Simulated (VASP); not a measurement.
Output of a VASP run:

OSZICAR:
```
       N       E                     dE             d eps       ncg     rms          rms(c)
DAV:   1     0.705287453691E+02    0.70529E+02   -0.73453E+03  1616   0.108E+03
DAV:   2    -0.105701899620E+02   -0.81099E+02   -0.77822E+02  1737   0.297E+02
DAV:   3    -0.115877706289E+02   -0.10176E+01   -0.10057E+01  1815   0.326E+01
DAV:   4    -0.115930534134E+02   -0.52828E-02   -0.52817E-02  1766   0.201E+00
DAV:   5    -0.115930699579E+02   -0.16544E-04   -0.16545E-04  1812   0.133E-01    0.147E+01
DAV:   6    -0.110336086023E+02    0.55946E+00   -0.99431E-01  1695   0.120E+01    0.406E+00
DAV:   7    -0.109507467117E+02    0.82862E-01   -0.22141E-01  1800   0.532E+00    0.966E-01
DAV:   8    -0.109465654345E+02    0.41813E-02   -0.39609E-03  1671   0.881E-01    0.191E-01
DAV:   9    -0.109466143437E+02   -0.48909E-04   -0.10874E-04  1843   0.138E-01    0.800E-02
DAV:  10    -0.109466230342E+02   -0.86905E-05   -0.11135E-05  1683   0.432E-02    0.920E-03
DAV:  11    -0.109466233457E+02   -0.31148E-06   -0.33824E-07  1041   0.624E-03
   1 F= -.10946623E+02 E0= -.10946499E+02  d E =-.109466E+02
       N       E                     dE             d eps       ncg     rms          rms(c)
DAV:   1    -0.110969142504E+02   -0.15029E+00   -0.39033E+00  1641   0.281E+01    0.384E+00
DAV:   2    -0.109501468875E+02    0.14677E+00   -0.32302E-01  1617   0.703E+00    0.762E-01
DAV:   3    -0.109401231023E+02    0.10024E-01   -0.45129E-02  1712   0.262E+00    0.535E-01
DAV:   4    -0.109411305405E+02   -0.10074E-02   -0.77133E-04  1638   0.300E-01    0.483E-02
DAV:   5    -0.109411198886E+02    0.10652E-04   -0.55393E-05  1734   0.912E-02    0.733E-03
DAV:   6    -0.109411210455E+02   -0.11569E-05   -0.37708E-07  1069   0.841E-03    0.146E-03
DAV:   7    -0.109411211798E+02   -0.13426E-06   -0.34561E-08   828   0.255E-03
   2 F= -.10941121E+02 E0= -.10940949E+02  d E =0.550217E-02
       N       E                     dE             d eps       ncg     rms          rms(c)
DAV:   1    -0.110319381855E+02   -0.90817E-01   -0.21085E+00  1635   0.205E+01    0.327E+00
DAV:   2    -0.109530643663E+02    0.78874E-01   -0.16341E-01  1620   0.513E+00    0.541E-01
DAV:   3    -0.109468056665E+02    0.62587E-02   -0.25758E-02  1715   0.200E+00    0.529E-01
DAV:   4    -0.109473932411E+02   -0.58757E-03   -0.35873E-04  1646   0.215E-01    0.389E-02
DAV:   5    -0.109474019568E+02   -0.87157E-05   -0.55475E-05  1734   0.923E-02    0.512E-03
DAV:   6    -0.109474005322E+02    0.14246E-05   -0.78711E-07   990   0.121E-02    0.106E-03
DAV:   7    -0.109474004852E+02    0.47049E-07   -0.47893E-08   813   0.295E-03
   3 F= -.10947400E+02 E0= -.10947259E+02  d E =-.777139E-03
```

**OUTCAR**
```
------------------------ aborting loop because EDIFF is reached ----------------------------------------
  FORCE on cell =-STRESS in cart. coord.  units (eV):
  Direction    XX          YY          ZZ          XY          YZ          ZX
  --------------------------------------------------------------------------------------
  Total       -0.0007589     -0.0007589     -0.0007589      0.0000000     -0.0000000      0.0000000
  in kB       -0.0772078     -0.0772078     -0.0772078      0.0000000     -0.0000000      0.0000000
  external PRESSURE =      -0.0772078 kB  Pullay stress =       0.0000000 kB
  volume of cell :       15.75
      direct lattice vectors                 reciprocal lattice vectors
    -1.579053156  1.579053156  1.579053156     0.000000000  0.316645452  0.316645452
     1.579053156 -1.579053156  1.579053156     0.316645452  0.000000000  0.316645452
     1.579053156  1.579053156 -1.579053156     0.316645452  0.316645452  0.000000000
 POSITION                                       TOTAL-FORCE (eV/Angst)
 -----------------------------------------------------------------------------------
      0.00000      0.00000     -0.00000         0.000000      0.000000      0.000000
 -----------------------------------------------------------------------------------
    total drift:                                0.000000      0.000000      0.000000
  FREE ENERGIE OF THE ION-ELECTRON SYSTEM (eV)
  ---------------------------------------------------
  free  energy   TOTEN  =       -10.9474004852 eV

  energy  without entropy=      -10.9469760008  energy(sigma->0) =      -10.94725899

 reached required accuracy - stopping structural energy minimisation
```
(Selected blocks of OUTCAR.)

POSCAR:
```
Mo
1
   -1.5750000000     1.5750000000     1.5750000000
    1.5750000000    -1.5750000000     1.5750000000
    1.5750000000     1.5750000000    -1.5750000000
Mo
1
Direct
  0.0000000000   0.0000000000   0.0000000000
```

Task: Reconstruct the remaining input files.

Result: Several could match; the one computed here: the input of the run itself, PBE GGA, plane waves, VASP's PBE PAW potentials (set 64).

INCAR:
```
SYSTEM = Mo
PREC = Accurate
ENCUT = 400
EDIFF = 1E-6
NELM = 100
ALGO = Normal
LREAL = .FALSE.
LASPH = .TRUE.
ISMEAR = 1
SIGMA = 0.1
GGA = PE
LMAXMIX = 4
LWAVE = .FALSE.
LCHARG = .FALSE.
ISIF = 3
IBRION = 2
NSW = 40
EDIFFG = -0.01
```

File KPOINTS:
```
Regular mesh
0
G
 12 12 12
0 0 0
```

POTCAR, in this order: Mo_sv (PBE.64 set). Program: vasp_std.

The compound is Mo in the bcc structure. This run relaxes it. Symmetry was kept, so distortions that lower it aren't found.
